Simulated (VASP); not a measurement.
A cell of ZnSe (zinc blende) near equilibrium:

```xyz
2
Lattice="0.0000 2.8287 2.8287 2.8287 0.0000 2.8287 2.8287 2.8287 0.0000" Properties=species:S:1:pos:R:3 pbc="T T T"
Zn     0.0000     0.0000     0.0000
Se     1.4143     1.4143     1.4143
```

Calculation: r2SCAN meta-GGA, VASP's PBE PAW potentials (set 64) (plane waves; VASP).

| run | ΔE (meV/atom) | σxx | σyy | σzz | largest shear component, with its sign (GPa) | gap (eV) |
|---|---|---|---|---|---|---|
| as it is | 0.0 | 0.34 | 0.34 | 0.34 | 0.00 | 1.89 |
| after one change | 0.1 | 0.35 | 0.35 | 0.35 | 0.30 | 1.88 |
Stress is in GPa, positive when the cell is compressed; gaps are those on the k-mesh, and 0.00 means metallic.

### Question
Which change was made?
A. shear strain γ_xy = -0.5 %
B. biaxial strain of +4.0 % in the xy plane
C. uniaxial strain of +2.0 % along x
D. shear strain γ_xz = -2.0 %

### Answer
A, shear strain γ_xy = -0.5 %

The compound is ZnSe in the zinc blende structure.
